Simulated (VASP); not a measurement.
These are PBEsol GGA, VASP's PBE PAW potentials (set 64) (plane waves; VASP) values and carry that method's errors.

Input for VASP

File KPOINTS:
```
Automatic mesh
0
G
 8 8 8
```

### INCAR
```
SYSTEM=Cs
PREC=Accurate; ENCUT=400; LREAL=F
LASPH=T
EDIFF=1E-7; NELM=100; ALGO=Normal
LMAXMIX=4
ISMEAR=-5
GGA=PS
ISIF=2
LWAVE=F; LCHARG=T; LORBIT=11
NEDOS=601
```

File POSCAR:
```
Cs
1
    4.9312902078     0.0000000000     0.0000000000
    0.0000000000     4.9312902078     0.0000000000
    0.0000000000     0.0000000000     4.9312902078
Cs
1
Direct
  0.0000000000   0.0000000000   0.0000000000
```

POTCAR, in this order: Cs_sv (PBE.64 set). Program: vasp_std.

Unless said otherwise, spin-orbit coupling is left out, though it shifts the bands of the heavy elements here.

Problem. What does the run give for the energy per atom (σ→0), band gap (on the k-mesh)?

Solution. 
```
Item                                                        Result
------------------------  ----------------------------------------
energy per atom (σ→0)                               -0.845 eV/atom
band gap (on the k-mesh)  none (metal, semimetal or under 0.01 eV)
```

File OSZICAR:
```
...
DAV:   7    -0.845215576224E+00    0.58832E-03   -0.45722E-03   712   0.389E-01    0.394E-02
DAV:   8    -0.845250307603E+00   -0.34731E-04   -0.13250E-04   744   0.918E-02    0.737E-03
DAV:   9    -0.845259075461E+00   -0.87679E-05   -0.52231E-06   936   0.143E-02    0.452E-03
DAV:  10    -0.845262491220E+00   -0.34158E-05   -0.15889E-06   736   0.743E-03    0.894E-04
DAV:  11    -0.845262830193E+00   -0.33897E-06   -0.68479E-08   728   0.186E-03    0.315E-04
DAV:  12    -0.845263150922E+00   -0.32073E-06   -0.13247E-08   480   0.774E-04    0.415E-05
DAV:  13    -0.845263121244E+00    0.29678E-07   -0.61182E-10   376   0.177E-04
   1 F= -.84526312E+00 E0= -.84526312E+00  d E =0.000000E+00
```

The structure was generated: Cs was put into the simple-cubic type (Pm-3m), which need not be its known phase. It was relaxed first.
